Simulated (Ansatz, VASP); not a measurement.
Be2Zn3Te3: VASP beside Ansatz

```
Be Zn Te
1.0
     7.66149    0.00000    0.00000
    -3.83074    6.63504    0.00000
     0.00000    0.00000    8.37506
Be Zn Te
2 3 3
Direct
  0.33333 0.66667 0.00000
  0.66667 0.33333 0.00000
  0.50000 0.00000 0.00000
  0.00000 0.50000 0.00000
  0.50000 0.50000 0.00000
  0.00000 0.00000 0.16792
  0.00000 0.00000 0.83208
  0.00000 0.00000 0.50000
```

Alike in both runs: functional PBE; k mesh 4 × 4 × 3; occupations gaussian, width 0.2 eV; no spin polarisation.

Ansatz relaxed the structure, and its values are those at the end. VASP's run is a single point on that final structure, the one shown.

|  | VASP | Ansatz |
| --- | --- | --- |
| version | VASP 6.6.1 | Ansatz 0.2.0 |
| potentials or method | VASP PAW PBE potentials, release 64 (Be, Zn, Te) | scalar-relativistic, plane waves, PAW |
| plane-wave cutoff (eV) | 520 | 420 |
| valence electrons in the cell | 58 | 88 |

Ansatz gave:

- gap on the k mesh at the Fermi level (eV): none
- pressure (GPa): 0.2

Estimate VASP's values.

gap on the k mesh at the Fermi level (eV): none; pressure (GPa): 0.3.

A gap of «none» marks a metal or a gap that the smearing closes. The two sets of potentials don't hold the same shells in valence.

The runs have no spin-orbit coupling, so splittings on Te are missing.
